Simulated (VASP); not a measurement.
Level of theory: rev-vdW-DF2, VASP's PBE PAW potentials (set 64) (plane waves; VASP).

VASP ran on this input.

### KPOINTS
```
Automatic mesh
0
Gamma
6 6 6
0 0 0
```

**POSCAR**
```
SrCl2
1
    0.0000000000     3.4804325583     3.4804325583
    3.4804325583     0.0000000000     3.4804325583
    3.4804325583     3.4804325583     0.0000000000
Sr Cl
1 2
Direct
  0.0000000000   0.0000000000   0.0000000000
  0.2500000000   0.2500000000   0.2500000000
  0.7500000000   0.7500000000   0.7500000000
```

INCAR:
```
! general
SYSTEM   = SrCl2
PREC     = Accurate
ENCUT    = 520
LREAL    = F
LASPH    = T

! electronic loop
EDIFF    = 1E-7
NELM     = 100
ALGO     = Normal
LMAXMIX  = 4

! smearing
ISMEAR   = 0
SIGMA    = 0.05

! functional
GGA      = MK
LUSE_VDW = T
AGGAC    = 0.0
PARAM1   = 0.1234568
PARAM2   = 0.7114
ZAB_VDW  = -1.8867

! ions
ISIF     = 2

! output
LWAVE    = F
LCHARG   = F
```

POTCAR, in this order: Sr_sv Cl (PBE.64 set). Program: vasp_std.

Task: What will the output report for the number of irreducible k-points (NKPTS), largest plane-wave count, number of space-group operations, FFT grid (NGX, NGY, NGZ)?

Result: 
```
Item                                           Value
--------------------------------------  ------------
number of irreducible k-points (NKPTS)            16
largest plane-wave count                        2285
number of space-group operations                  48
FFT grid (NGX, NGY, NGZ)                40 × 40 × 40
```

The compound is SrCl2 in the fluorite structure. It was relaxed first.
